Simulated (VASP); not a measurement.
An input for Ansatz (written as the equivalent of a VASP run, and not itself run):

Ansatz 0.2 input:
```yaml
crystal:
  lattice:
    - [4.0333870, 0.0000000, 0.0000000]
    - [0.0000000, 4.0333870, 0.0000000]
    - [0.0000000, 0.0000000, 4.0333870]
  atoms:
    - { symbol: Ge, position: [0.0000000, 0.0000000, 0.0000000] }
    - { symbol: N, position: [0.5000000, 0.5000000, 0.5000000] }
    - { symbol: Ti, position: [0.0000000, 0.5000000, 0.5000000] }
    - { symbol: Ti, position: [0.5000000, 0.5000000, 0.0000000] }
    - { symbol: Ti, position: [0.5000000, 0.0000000, 0.5000000] }
kpoints:
  mp_grid: { grid: [6, 6, 6] }
hamiltonian:
  xc: pbesol
  pseudopotentials: { kind: paw }
scf:
  occupations: { method: fermi_dirac, width: 0.1 }
  max_iter: 100
output: { forces: true, stress: true, eigenvalues: true }
```

Question: Write the VASP files for the same calculation (PBEsol).

Answer: One answer among several that fit: 
File KPOINTS:
```
Automatic
0
G
  6 6 6
0 0 0
```

INCAR:
```
ENCUT = 400
ALGO = Normal   ! blocked Davidson
EDIFF = 1E-6
ISIF = 2
GGA = PS   ! PBEsol
LCHARG = .FALSE.
SYSTEM = Ti3GeN
LMAXMIX = 4   ! l cut-off of mixed one-centre charges
LREAL = .FALSE.   ! projection in real space or not
NELM = 100   ! most electronic steps
LASPH = .TRUE.
ISMEAR = -1   ! Fermi-Dirac
PREC = Accurate
LWAVE = .FALSE.
SIGMA = 0.1   ! width (eV)
```

File POSCAR:
```
Ti3GeN
1
    4.0333870000     0.0000000000     0.0000000000
    0.0000000000     4.0333870000     0.0000000000
    0.0000000000     0.0000000000     4.0333870000
Ge N Ti
1 1 3
Direct
  0.0000000000   0.0000000000   0.0000000000
  0.5000000000   0.5000000000   0.5000000000
  0.0000000000   0.5000000000   0.5000000000
  0.5000000000   0.5000000000   0.0000000000
  0.5000000000   0.0000000000   0.5000000000
```

POTCAR, in this order: Ge_d N Ti_sv (PBE.64 set). Program: vasp_std.

The two are equivalent in intent, not identical: each code has its own PAW files, so the cut-off isn't converted (ENCUT is set for VASP's; basis.ecutwfc is left out, and Ansatz then takes the one that its files recommend); Ansatz stops its SCF on the density residual and VASP on the energy change (EDIFF).

The structure was generated: Ti3GeN was put into an ordered model structure, which need not be its known phase. The cell was not relaxed at this level.
